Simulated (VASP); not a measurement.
A cell of Re (hcp) near equilibrium:

```
Re
1.0
    1.37464    -2.38094     0.00000
    1.37464     2.38094     0.00000
    0.00000     0.00000     4.44801
Re
2
Cartesian
  1.37464   0.79365   1.11200
  1.37464  -0.79365   3.33601
```

Level of theory: PBEsol GGA, VASP's PBE PAW potentials (set 64) (plane waves; VASP).

```tsv
run	ΔE (meV/atom)	σxx	σyy	σzz	largest shear component, with its sign (GPa)	largest force (eV/Å)
as it is	0.0	0.11	0.11	0.16	0.00	0.000
after one change	2.1	-6.63	-2.61	-2.39	0.00	0.022
```
Stress is in GPa, positive when the cell is compressed.

**Question.** Name the change that produced these shifts.
(A) uniaxial strain of -2.0 % along x
(B) isotropic strain of -3.0 %
(C) uniaxial strain of +1.0 % along x
(D) atom 2 (Re) moved by 0.025 Å along y

**Answer.** C, uniaxial strain of +1.0 % along x

The compound is Re in the hcp structure.
